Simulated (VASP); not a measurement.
Consider the following.

```
AlIn3N4
1.0
    3.49076    -5.99696     0.01265
    1.72407     2.98618     0.00000
    0.01022    -0.00590     5.60929
In N Al
3 4 1
Direct
  0.34305   0.34305   0.50232
  0.16522   0.66522   0.00091
  0.82479   0.32479   0.50243
  0.36406   0.36406   0.89075
  0.16369   0.66370   0.38760
  0.80487   0.30487   0.89843
  0.66946   0.66946   0.34231
  0.66485   0.66485   0.00325
```

These are PBE GGA, VASP's PBE PAW potentials (set 64) (plane waves; VASP) values and carry that method's errors. Settings: 500 eV cut-off, Gaussian smearing of 0.050 eV, potentials In_d N Al.

Unless said otherwise, spin-orbit coupling is left out, though it shifts the bands of the heavy elements here.

Problem. Estimate the band gap (along the path) with the smallest direct gap where there is one.

Solution. 
```json
{
  "band gap (along the path)": "0.29 eV",
  "smallest direct gap (along the path)": "0.29 eV"
}
```

Total energies compare only between runs with the same potentials, cut-off and functional.

The structure was generated: AlIn3N4 was put into an ordered model structure (Pm), which need not be its known phase. It was relaxed first.
